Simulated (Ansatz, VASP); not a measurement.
**TiC in two plane-wave programs**

Wanted: the spread between two codes on one cell, functional and k mesh. The cell is taken from a series of runs on this material, whose earlier steps may have relaxed, scaled, displaced or heated it; both programs get it as it stands.

Main program and level: Ansatz 0.2.0; plane waves, with VASP 6.6.1 beside it; zone-centre phonons at PBEsol.

**1. The structure**

The structure is cubic, space group Fm-3m (No. 225). Conventional cell: a = 4.235 Å, b = 4.235 Å, c = 4.235 Å, α = 90.00°, β = 90.00°, γ = 90.00°. Nearest to C lie 6 Ti at 2.12 Å. Nearest to Ti lie 6 C at 2.12 Å. Farther neighbours are not listed.

Structure file:

```cif
data_structure
_symmetry_space_group_name_H-M 'P 1'
_symmetry_Int_Tables_number 1
_cell_length_a 2.9945
_cell_length_b 2.9945
_cell_length_c 2.9945
_cell_angle_alpha 60.000
_cell_angle_beta 60.000
_cell_angle_gamma 60.000
_cell_volume 18.99
loop_
_atom_site_label
_atom_site_type_symbol
_atom_site_fract_x
_atom_site_fract_y
_atom_site_fract_z
_atom_site_occupancy
C1 C 0.50000 0.50000 0.50000 1
Ti2 Ti 0.00000 0.00000 0.00000 1
```

**2. VASP: zone-centre phonons, PBEsol, pair 1**

Second derivatives magnify differences that forces hide, and they need a tight electronic threshold.

Lines of VASP's logs that name or quote its potential files are left out, and so is its time.

INCAR

```
SYSTEM = TiC
PREC = Accurate
ENCUT = 600
EDIFF = 1E-08
NELM = 120
ISMEAR = 1
SIGMA = 0.2
LREAL = .FALSE.
ALGO = Normal
GGA = PS
NBANDS = 14
LASPH = .TRUE.
LORBIT = 11
LWAVE = .FALSE.
LCHARG = .FALSE.
ISIF = 2
IBRION = 8
GGA_COMPAT = .FALSE.
KPAR = 2
```

POSCAR

```
TiC
1.0
    0.0000000000      2.1174337713      2.1174337713
    2.1174337713      0.0000000000      2.1174337713
    2.1174337713      2.1174337713      0.0000000000
C Ti
1 1
Direct
    0.5000000000      0.5000000000      0.5000000000
    0.0000000000      0.0000000000      0.0000000000
```

KPOINTS

```
Automatic mesh
0
Gamma
16 16 16
0 0 0
```

The projector-augmented-wave data sets are C and Ti_sv (PBE family, release 64).

The run is started by

```sh
$ mpirun -np 2 vasp_std
```

Numbers of over 12 decimals in the logs are rounded to 6 here.

Log:

```text
[banner, memory and clock lines left out]
running    2 mpi-ranks, on    1 nodes
 distrk:  each k-point on    1 cores,    2 groups
 distr:  one band on    1 cores,    1 groups

 POSCAR found type information on POSCAR C Ti
 POSCAR found :  2 types and       2 ions
|                                                                             |
|               ----> ADVICE to this user running VASP <----                  |
|                                                                             |
|     You enforced a specific xc type in the INCAR file but a different       |
|     [... a line on the potential file left out ...]
|     I HOPE YOU KNOW WHAT YOU ARE DOING!                                     |
|                                                                             |

 LDA part: xc-table for (Slater+PW92), standard interpolation
 POSCAR, INCAR and KPOINTS ok, starting setup
 FFT: planning ... GRIDC
 FFT: planning ... GRID_SOFT
 FFT: planning ... GRID
 WAVECAR not read
 entering main loop
       N       E                     dE             d eps       ncg     rms          rms(c)
DAV:   1     0.125997455192E+03    0.12600E+03   -0.88645E+03  4066   0.152E+03
DAV:   2    -0.164422609714E+02   -0.14244E+03   -0.13424E+03  4312   0.371E+02
DAV:   3    -0.246611350951E+02   -0.82189E+01   -0.80183E+01  5248   0.869E+01
DAV:   4    -0.250103192065E+02   -0.34918E+00   -0.34889E+00  5158   0.161E+01
DAV:   5    -0.250185790199E+02   -0.82598E-02   -0.82595E-02  5386   0.219E+00    0.200E+01
DAV:   6    -0.202262408365E+02    0.47923E+01   -0.12007E+01  5820   0.605E+01    0.647E+00
DAV:   7    -0.197995505809E+02    0.42669E+00   -0.18204E+00  4950   0.202E+01    0.565E+00
DAV:   8    -0.197701151423E+02    0.29435E-01   -0.12297E-01  4608   0.474E+00    0.259E+00
DAV:   9    -0.197750513576E+02   -0.49362E-02   -0.69225E-02  5130   0.271E+00    0.893E-01
DAV:  10    -0.197730144941E+02    0.20369E-02   -0.84378E-03  5372   0.129E+00    0.618E-01
DAV:  11    -0.197718563049E+02    0.11582E-02   -0.40216E-03  4390   0.938E-01    0.656E-02
DAV:  12    -0.197718140966E+02    0.42208E-04   -0.29119E-04  4582   0.253E-01    0.127E-02
DAV:  13    -0.197718065378E+02    0.75588E-05   -0.19690E-05  5488   0.621E-02    0.351E-03
DAV:  14    -0.197718063370E+02    0.20079E-06   -0.11150E-06  5202   0.175E-02    0.357E-03
DAV:  15    -0.197718062422E+02    0.94752E-07   -0.11874E-07  5922   0.325E-03    0.688E-04
DAV:  16    -0.197718062584E+02   -0.16196E-07   -0.19539E-08  4298   0.157E-03    0.705E-05
DAV:  17    -0.197718062561E+02    0.23272E-08   -0.46120E-10  2360   0.239E-04
   1 F= -.19771806E+02 E0= -.19771695E+02  d E =-.334003E-03
 Linear response reoptimize wavefunctions to high precision
DAV:   1    -0.197718062523E+02    0.37944E-08   -0.87386E-11  2762   0.126E-04
DAV:   2    -0.197718062523E+02   -0.40927E-11   -0.17791E-11  2204   0.428E-05
 Linear response DOF=           2
 Linear response progress:
  Degree of freedom:   1/  2
       N       E                     dE             d eps       ncg     rms          rms(c)
RMM:   1    -0.126395553782E+00   -0.12640E+00   -0.49857E-02 21004   0.234E+00
RMM:   2    -0.116973572896E+00    0.94220E-02   -0.58013E-03 19076   0.578E-01    0.143E-01
RMM:   3    -0.117647644635E+00   -0.67407E-03   -0.19791E-03 19724   0.246E-01    0.662E-02
RMM:   4    -0.118677507135E+00   -0.10299E-02   -0.73367E-04 20236   0.149E-01    0.151E-02
RMM:   5    -0.118818311656E+00   -0.14080E-03   -0.15806E-04 22732   0.600E-02    0.270E-03
RMM:   6    -0.118803545346E+00    0.14766E-04   -0.20054E-05 22119   0.243E-02    0.122E-03
RMM:   7    -0.118806391875E+00   -0.28465E-05   -0.45431E-06 22947   0.116E-02    0.468E-04
RMM:   8    -0.118807095819E+00   -0.70394E-06   -0.10728E-06 22839   0.563E-03    0.280E-04
RMM:   9    -0.118806359955E+00    0.73586E-06   -0.26982E-07 22982   0.300E-03    0.134E-04
RMM:  10    -0.118805940689E+00    0.41927E-06   -0.74199E-07 22991   0.160E-03    0.648E-05
RMM:  11    -0.118805837163E+00    0.10353E-06   -0.27779E-07 22898   0.845E-04    0.611E-05
RMM:  12    -0.118805900113E+00   -0.62950E-07   -0.62799E-08 22491   0.464E-04    0.112E-05
RMM:  13    -0.118805924008E+00   -0.23896E-07   -0.77885E-08 23741   0.246E-04    0.140E-05
RMM:  14    -0.118805935937E+00   -0.11929E-07   -0.10684E-07 23007   0.135E-04    0.350E-06
RMM:  15    -0.118805926374E+00    0.95634E-08   -0.41706E-08 24252   0.713E-05    0.414E-06
 first order change of Fermi-energy   0.28130E-03
 force on displaced ion       1 direction 1 : -12.061   0.000   0.000
 Linear response progress:
  Degree of freedom:   2/  2
       N       E                     dE             d eps       ncg     rms          rms(c)
RMM:   1    -0.686156934469E+00   -0.68616E+00    0.61005E+00  9862   0.137E+02
RMM:   2    -0.657029069830E+00    0.29128E-01   -0.24316E-01 16593   0.503E+00    0.240E-01
RMM:   3    -0.655749670204E+00    0.12794E-02   -0.19040E-02 19503   0.118E+00    0.119E-01
RMM:   4    -0.655010011325E+00    0.73966E-03   -0.77529E-03 21296   0.529E-01    0.216E-02
RMM:   5    -0.655597927763E+00   -0.58792E-03   -0.12538E-03 22686   0.211E-01    0.104E-02
RMM:   6    -0.655923654641E+00   -0.32573E-03   -0.33557E-04 22507   0.923E-02    0.756E-03
RMM:   7    -0.656426690022E+00   -0.50304E-03   -0.79727E-05 20200   0.493E-02    0.596E-03
RMM:   8    -0.656315538297E+00    0.11115E-03   -0.40678E-05 21909   0.252E-02    0.565E-04
RMM:   9    -0.656287241271E+00    0.28297E-04   -0.24184E-05 22791   0.141E-02    0.894E-04
RMM:  10    -0.656316847498E+00   -0.29606E-04   -0.18201E-05 22015   0.847E-03    0.208E-04
RMM:  11    -0.656327376824E+00   -0.10529E-04   -0.13843E-05 23059   0.563E-03    0.367E-05
RMM:  12    -0.656326925592E+00    0.45123E-06   -0.11403E-05 23587   0.388E-03    0.101E-04
RMM:  13    -0.656331613041E+00   -0.46874E-05   -0.85217E-06 21486   0.297E-03    0.103E-05
RMM:  14    -0.656332270424E+00   -0.65738E-06   -0.71229E-06 23857   0.229E-03    0.161E-05
RMM:  15    -0.656332364362E+00   -0.93939E-07   -0.68764E-06 23683   0.186E-03    0.304E-05
RMM:  16    -0.656331489764E+00    0.87460E-06   -0.48625E-06 20958   0.158E-03    0.660E-05
RMM:  17    -0.656331622704E+00   -0.13294E-06   -0.50359E-06 23274   0.134E-03    0.726E-05
RMM:  18    -0.656331480426E+00    0.14228E-06   -0.32211E-06 21012   0.116E-03    0.909E-05
RMM:  19    -0.656331388966E+00    0.91460E-07   -0.29633E-06 22305   0.101E-03    0.102E-04
RMM:  20    -0.656331467673E+00   -0.78707E-07   -0.23216E-06 21299   0.879E-04    0.105E-04
RMM:  21    -0.656331764667E+00   -0.29699E-06   -0.21372E-06 20396   0.775E-04    0.109E-04
 first order change of Fermi-energy   0.36362E-04
 force on displaced ion       2 direction 1 : -12.103   0.000   0.000
 Linear response finished
```

Parts of OUTCAR (step 2):

```text
ion  position               nearest neighbor table
   1  0.500  0.500  0.500-   2 2.12   2 2.12   2 2.12   2 2.12   2 2.12   2 2.12
   2  0.000  0.000  0.000-   1 2.12   1 2.12   1 2.12   1 2.12   1 2.12   1 2.12

  LATTYP: Found a face centered cubic cell.
 ALAT       =     4.2348675426

 Subroutine GETGRP returns: Found 48 space group operations
 (whereof 48 operations were pure point group operations)

The static configuration has the point symmetry O_h .

 Found    145 irreducible k-points:

   k-points           NKPTS =    145   k-points in BZ     NKDIM =    145   number of bands    NBANDS=     14

   dimension x,y,z NGX =    24 NGY =   24 NGZ =   24
   dimension x,y,z NGXF=    48 NGYF=   48 NGZF=   48

   ENCUT  =  600.0 eV  44.10 Ry    6.64 a.u.   5.98  5.98  5.98*2*pi/ulx,y,z

   NELECT =      16.0000    total number of electrons

 k-points in reciprocal lattice and weights: Automatic mesh
   0.00000000  0.00000000  0.00000000       0.000
   0.06250000  0.00000000  0.00000000       0.002
   0.12500000  0.00000000  0.00000000       0.002
   0.18750000  0.00000000  0.00000000       0.002
   0.25000000  0.00000000  0.00000000       0.002
   0.31250000  0.00000000  0.00000000       0.002
   0.37500000  0.00000000  0.00000000       0.002
   0.43750000  0.00000000  0.00000000       0.002
   0.50000000  0.00000000  0.00000000       0.001
[...]
-0.31250000  0.50000000  0.18750000       0.003
  -0.25000000  0.50000000  0.25000000       0.001

 average (electrostatic) potential at core
       1 -43.7651       2 -69.9036

  Total        1.4266497      1.4266497      1.4266497      0.0000000      0.0000000     -0.0000000
  in kB      120.3839040    120.3839040    120.3839040      0.0000000      0.0000000     -0.0000000
  external PRESSURE =     120.3839040 kB  Pullay stress =       0.0000000 kB

  energy-cutoff  :      600.00
  volume of cell :       18.99
      direct lattice vectors                 reciprocal lattice vectors
     0.000000000  2.117433771  2.117433771    -0.236134894  0.236134894  0.236134894
     2.117433771  0.000000000  2.117433771     0.236134894 -0.236134894  0.236134894
     2.117433771  2.117433771  0.000000000     0.236134894  0.236134894 -0.236134894

 POSITION                                       TOTAL-FORCE (eV/Angst)
 -----------------------------------------------------------------------------------
      2.11743      2.11743      2.11743        -0.000000     -0.000000      0.000000
      0.00000      0.00000      0.00000         0.000000      0.000000     -0.000000
 -----------------------------------------------------------------------------------
    total drift:                                0.000000     -0.000000     -0.000000

 Eigenvectors and eigenvalues of the dynamical matrix
 ----------------------------------------------------

   1 f  =   17.526750 THz   110.123817 2PiTHz  584.629446 cm-1    72.484781 meV
             X         Y         Z           dx          dy          dz
      2.117434  2.117434  2.117434     0.000000    0.893805    0.000000
      0.000000  0.000000  0.000000     0.000000   -0.448455    0.000000

   2 f  =   17.526750 THz   110.123817 2PiTHz  584.629446 cm-1    72.484781 meV
             X         Y         Z           dx          dy          dz
      2.117434  2.117434  2.117434     0.893805    0.000000    0.000000
      0.000000  0.000000  0.000000    -0.448455    0.000000    0.000000

   3 f  =   17.526750 THz   110.123817 2PiTHz  584.629446 cm-1    72.484781 meV
             X         Y         Z           dx          dy          dz
      2.117434  2.117434  2.117434     0.000000    0.000000    0.893805
      0.000000  0.000000  0.000000     0.000000    0.000000   -0.448455

   4 f/i=    0.012346 THz     0.077572 2PiTHz    0.411815 cm-1     0.051058 meV
             X         Y         Z           dx          dy          dz
      2.117434  2.117434  2.117434    -0.448455    0.000000    0.000000
      0.000000  0.000000  0.000000    -0.893805    0.000000    0.000000

   5 f/i=    0.012346 THz     0.077572 2PiTHz    0.411815 cm-1     0.051058 meV
             X         Y         Z           dx          dy          dz
      2.117434  2.117434  2.117434     0.000000   -0.448455    0.000000
      0.000000  0.000000  0.000000     0.000000   -0.893805    0.000000

   6 f/i=    0.012346 THz     0.077572 2PiTHz    0.411815 cm-1     0.051058 meV
             X         Y         Z           dx          dy          dz
      2.117434  2.117434  2.117434     0.000000    0.000000   -0.448455
      0.000000  0.000000  0.000000     0.000000    0.000000   -0.893805

 ELASTIC MODULI CONTR FROM IONIC RELAXATION (kBar)
 Direction    XX          YY          ZZ          XY          YZ          ZX
 --------------------------------------------------------------------------------
 XX           0.0000      0.0000      0.0000      0.0000      0.0000      0.0000
 YY           0.0000      0.0000      0.0000      0.0000      0.0000      0.0000
 ZZ           0.0000      0.0000      0.0000      0.0000      0.0000      0.0000
 XY           0.0000      0.0000      0.0000      0.0000      0.0000      0.0000
 YZ           0.0000      0.0000      0.0000      0.0000      0.0000      0.0000
 ZX           0.0000      0.0000      0.0000      0.0000      0.0000      0.0000
 --------------------------------------------------------------------------------
```

**3. Ansatz: zone-centre phonons, PBEsol, pair 1**

Ansatz runs on its PAW soft_1 files.

The same cell, functional, mesh and smearing now go to Ansatz, which takes its cutoff from its data sets.

input.yaml

```yaml
crystal:
  lattice:
    - [0.0, 2.1174337713, 2.1174337713]
    - [2.1174337713, 0.0, 2.1174337713]
    - [2.1174337713, 2.1174337713, 0.0]
  atoms:
    - { symbol: C, position: [0.5, 0.5, 0.5] }
    - { symbol: Ti, position: [0.0, 0.0, 0.0] }
kpoints:
  mp_grid: { grid: [16, 16, 16] }
hamiltonian:
  xc: pbesol
  pseudopotentials: { kind: paw, azcp: { folder: soft_1 }, xc_functional: pbe }
scf:
  occupations: { method: methfessel_paxton, width: 0.2 }
output:
  eigenvalues: true
phonons:
  method: dfpt
```

The run is started by

```sh
$ ansatz run input.yaml --threads 4 --pin off --max-ram 10240MiB --backend cpu --events-out ev --progress --plain --runs-dir out
```

Log:

```text
Engine: ansatz 0.2.0, x86_64-unknown-linux-gnu
Pseudopotentials: kind: paw
Pseudopotential: C, paw, valence charge 4, recommended cutoff 420 eV (normal), soft_1/C.paw.azcp
Pseudopotential: Ti, paw, valence charge 12, recommended cutoff 420 eV (normal), soft_1/Ti.paw.azcp
Functional definition: PBEsol
  exchange = pbesol_x
  correlation = pbesol_c
Crystal: 2 atoms, lattice volume = 18.987 Å³
Basis set: ecut = 420 eV, 339 PW (Γ), exchange–correlation on 48×48×48 points (8 copies of the dense FFT grid, shifted against one another)
Bands: 12, of which v1, the nominal top of the filled ones, is band 8 counted from 1 (7 counted from 0)
Symmetry: 48 space group operations
k-points: 349 of 4096 (irreducible under 8 space group operations, time reversal used)
Non-local potential: C, projectors of the file, l = 0: 2, l = 1: 2, l = 2: 1
Non-local potential: Ti, projectors of the file, l = 0: 3, l = 1: 2, l = 2: 3, l = 3: 1
PAW form: soft (Blöchl's): semilocal exchange-correlation on the pseudo side does not see the compensation charge
PAW frozen core: C, regenerated for the run's functional, and the local potential with it (the file was generated under x = pbe(κ = 0.804, μ = 0.219515), c = pbe(β = 0.066725))
PAW frozen core: Ti, regenerated for the run's functional, and the local potential with it (the file was generated under x = pbe(κ = 0.804, μ = 0.219515), c = pbe(β = 0.066725))
PAW one-centre angular grid: C, 110 points (default); XC on 64 Gauss nodes
PAW one-centre angular grid: Ti, 590 points (default); XC on 64 Gauss nodes
Initial density: superposition of atomic densities (chi_scale 0.1, normalization cell, long waves kept (reshape's long-wave potential 0.00 eV rms))
Initial wavefunctions: pseudopotential atomic-orbital guess
Functional: x = pbesol(κ = 0.804, μ = 0.123457), c = pbesol(β = 0.046)
SCF iter   1: F=—  HF=-2723.414462 eV  |F-HF|=—  |Δ(HF+E_count)|=         —  Δρ=1.43e-1  dr2=4.90e0  ethr=3.10e-3  ⟨swp⟩=4.4  Hψ=20299  notcnv=0
preconditioner: auto → none  [metal: Δε(μ)=0.103 eV  Ē_g=20.589 eV  σ=0.200 eV  W_gap=0.41  n_scr=8 (ndim 8)  ℏωp=31.9 eV  f_vac=0.000  D(μ)=0.23/eV (n_scr^D=0)  sad-step TF]
SCF iter   2: F=—  HF=-2722.911228 eV  |F-HF|=—  |Δ(HF+E_count)|=   5.03e-1  S|Δr|=    0.00e0  Δρ=1.01e-1  dr2=2.48e0  ethr=3.10e-3  ⟨swp⟩=2.0  Hψ=8299  notcnv=0
SCF iter   3: F=—  HF=-2722.399323 eV  |F-HF|=—  |Δ(HF+E_count)|=   5.12e-1  S|Δr|=    0.00e0  Δρ=8.48e-3  dr2=7.50e-3  ethr=3.10e-3  ⟨swp⟩=2.7  Hψ=8362  notcnv=0
SCF iter   4: F=—  HF=-2722.396318 eV  |F-HF|=—  |Δ(HF+E_count)|=   3.00e-3  S|Δr|=    0.00e0  Δρ=1.39e-3  dr2=1.27e-4  ethr=4.69e-5  ⟨swp⟩=2.0  Hψ=9965  notcnv=0
SCF iter   5: F=—  HF=-2722.396522 eV  |F-HF|=—  |Δ(HF+E_count)|=   2.04e-4  S|Δr|=    0.00e0  Δρ=3.59e-4  dr2=1.65e-5  ethr=7.93e-7  ⟨swp⟩=2.0  Hψ=5588  notcnv=0
SCF iter   6: F=—  HF=-2722.396522 eV  |F-HF|=—  |Δ(HF+E_count)|=   4.24e-7  S|Δr|=    0.00e0  Δρ=2.45e-5  dr2=8.52e-8  ethr=1.03e-7  ⟨swp⟩=2.2  Hψ=6728  notcnv=0
SCF iter   7: F=—  HF=-2722.396519 eV  |F-HF|=—  |Δ(HF+E_count)|=   2.56e-6  S|Δr|=    0.00e0  Δρ=1.69e-6  dr2=3.31e-10  ethr=5.33e-10  ⟨swp⟩=2.9  Hψ=6934  notcnv=0
SCF iter   8: F=—  HF=-2722.396519 eV  |F-HF|=—  |Δ(HF+E_count)|=  6.87e-11  S|Δr|=    0.00e0  Δρ=5.14e-7  dr2=4.95e-11  ethr=1.00e-12  ⟨swp⟩=5.3  Hψ=15718  notcnv=0
SCF iter   9: F=-2722.396519 eV  HF=-2722.396519 eV  |F-HF|=4.55e-13  |Δ(HF+E_count)|=  1.77e-11  S|Δr|=    0.00e0  Δρ=1.02e-8  dr2=1.39e-14  ethr=1.00e-12  ⟨swp⟩=5.0  Hψ=14953  notcnv=0
SCF 1 converged in 9 iterations: F = -2722.396519 eV  dr2 = 1.39e-14
  greatest PAW one-centre occupation: 0.998 electrons in one spin orbital (limit 2), on the Ti atom at site 1 (counted from 0), in its partial waves of l = 0
DFPT response loops at Γ: preconditioner auto → Kerker (q_TF=auto, 2.652 Å⁻¹) (partly filled bands, converged f_vac=0.000); β = 1.00, the filter's whole step (`scf.mixing.beta` (0.50) is not read by the response loops under this deck's `scf.mixing.preconditioner`; to damp them name `kerker` or `kerker_dos`, under which they read `scf.mixing.beta`, and type it under 1.00, their step now; both keys bind the ground state too); Broyden in place of MSR1
SCF converged after 9 iterations
Stability not checked: this state was not tested for a lower state beside it, because cold or Methfessel-Paxton smearing, or corrected tetrahedra, fill the levels in a way that the test cannot read (fill_not_monotonic; see scf.lower_state_search)
Free energy (F): -2722.396519 eV
Harris-Foulkes:  -2722.396519 eV  (|F-HF|=4.55e-13)
Internal energy: -2722.396179 eV  (E = F + TS)
E sigma→0 (E₀):  -2722.396434 eV
Entropy (-TS):   -0.000341 eV (-0.170 meV/atom)
Fermi energy:    15.693705 eV
Step filling:    the computed levels leave a gap of 0.0000 eV = 0.0 smearing widths at the electron count; against every level under it full and every level over it empty, smearing changes F+E_penalty+E_count by -0.561 meV and its σ→0 estimate by -0.475 meV
--- Per-component energies (eV) ---
  E_band       = -93.066423
  E_kinetic    = 369.820981
  E_local      = -788.942124  (includes V_loc(G=0)·N_el)
  E_nonlocal   = 84.996921
  E_hartree    = 313.770774
  E_xc         = -164.534693
  E_vxc        = -206.251128  (∫ρ·V_xc dr)
  E_paw        = -1112.633117  (= ΣΔE_a)
  E_vpaw       = -180.232551  (= ΣTr[D̂ρ^β])
  E_aug_tail   = -0.000068  (compensation charges beyond the density's cutoff)
  E_ewald      = -1425.035338
  E_core_change = 0.160485  (= ΣΔE_core)
  E_smearing   = -0.000341  (= −TS)
  E_closure    = -0.000000  (closes the sum)
  Σ components = -2722.396519   (vs F -2722.396519, Δ=0.00e0)
--- Band table (eV; the first three rows and the last of 349) ---
  k-point 0: bands = [... 4 lower, 3.0247, 16.3880, 16.3880, 16.3880, 17.4960, 17.4960, 17.4960, 17.5856]
  k-point 1: bands = [... 4 lower, 3.1219, 15.9216, 16.1885, 16.1885, 16.7934, 16.7934, 17.7568, 18.6311]
  k-point 2: bands = [... 4 lower, 3.4068, 15.0021, 15.3827, 15.3827, 16.8640, 16.8640, 18.1252, 19.7841]
  k-point 348: bands = [... 4 lower, 6.0532, 12.4102, 12.4102, 12.8318, 18.7326, 18.7326, 19.5877, 21.4337]
--- Phonons (Γ-DFPT): 2 representative perturbations + reference, on 349 of 4096 k-points (Σ response iterations 6) ---
  k mesh reduced under 8 symmetry operations, with k and −k counted as one. Each operation leaves every solved perturbation unchanged. A smaller set is not used because it would not reduce the number of displacements times k-points to solve
  ASR residual: 1.079e-5 → 0.000e0 eV/Å²; symmetrization residual: 7.732e-7 eV/Å²
  ASR residual per site (eV/Å²): 1.08e-5 2.03e-6
  Γ frequencies (cm⁻¹): 0.00 0.00 0.00 584.23 584.23 584.23
  non-analytic LO–TO correction: not included (Born effective charges unavailable; polar crystals: no LO–TO splitting at Γ)
```

The column dr2 measures how far the density is from self-consistency, as an energy; F and HF (Harris–Foulkes) agree once it is small.

(Part 1 of 2 ends here.)

[Lines on the potential files, build, host, timing and source positions are cut from VASP's logs without a mark.]

[Logs are printed without paths, hosts, clocks, repeated set-up lines and the standing remarks that a program may print on its own settings, such as how far it seeks lower states.]

[Hosts, paths, dates, database ids (printed as entryN), source tags and the programs' standing remarks are cut or masked in the printed files.]
